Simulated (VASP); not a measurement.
The input files of a VASP run:

### KPOINTS
```
Automatic mesh
0
Gamma
7 7 7
0 0 0
```

INCAR:
```
SYSTEM=SbAs
PREC=Accurate; ENCUT=400; LREAL=.FALSE.
LASPH=.TRUE.
EDIFF=1E-6; NELM=100; ALGO=Normal
LMAXMIX=4
ISMEAR=0; SIGMA=0.05
GGA=PE; GGA_COMPAT=.FALSE.
MAGMOM=6*0; LSORBIT=.TRUE.
ISIF=2
LWAVE=.FALSE.; LCHARG=.FALSE.
```

**POSCAR**
```
SbAs
3.9763270
  0.0000000000   0.7071068350   0.7071068350
  0.7071068350   0.0000000000   0.7071068350
  0.7071068350   0.7071068350   0.0000000000
As Sb
1 1
Cart
  0.0000000000   0.0000000000   0.0000000000
  0.7071068350   0.7071068350   0.7071068350
```

POTCAR, in this order: As Sb (PBE.64 set). Program: vasp_ncl.

Write an equivalent input for Ansatz.

One equivalent input (not run):
Ansatz 0.2 input:
```yaml
crystal:
  lattice:
    - [0.0000000, 2.8116880, 2.8116880]
    - [2.8116880, 0.0000000, 2.8116880]
    - [2.8116880, 2.8116880, 0.0000000]
  atoms:
    - { symbol: As, position: [0.0000000, 0.0000000, 0.0000000] }
    - { symbol: Sb, position: [0.5000000, 0.5000000, 0.5000000] }
kpoints:
  mp_grid: { grid: [7, 7, 7] }
hamiltonian:
  xc: pbe
  pseudopotentials: { kind: paw }
magnetization: { noncollinear: true, spin_orbit: true }
scf:
  occupations: { method: gaussian, width: 0.05 }
  max_iter: 100
output: { forces: true, stress: true, eigenvalues: true }
```
The two are equivalent in intent, not identical: each code has its own PAW files, so the cut-off isn't converted (ENCUT is set for VASP's; basis.ecutwfc is left out, and Ansatz then takes the one that its files recommend); Ansatz stops its SCF on the density residual and VASP on the energy change (EDIFF).

The structure was generated: SbAs was put into the rocksalt type (Fm-3m), which need not be its known phase. The cell was not relaxed at this level. The run is one of a series of settings (GGA_COMPAT = .FALSE., LSORBIT = .TRUE., MAGMOM = 0 0 0 0 0 0, program vasp_ncl against the base run), some of them coarse on purpose.
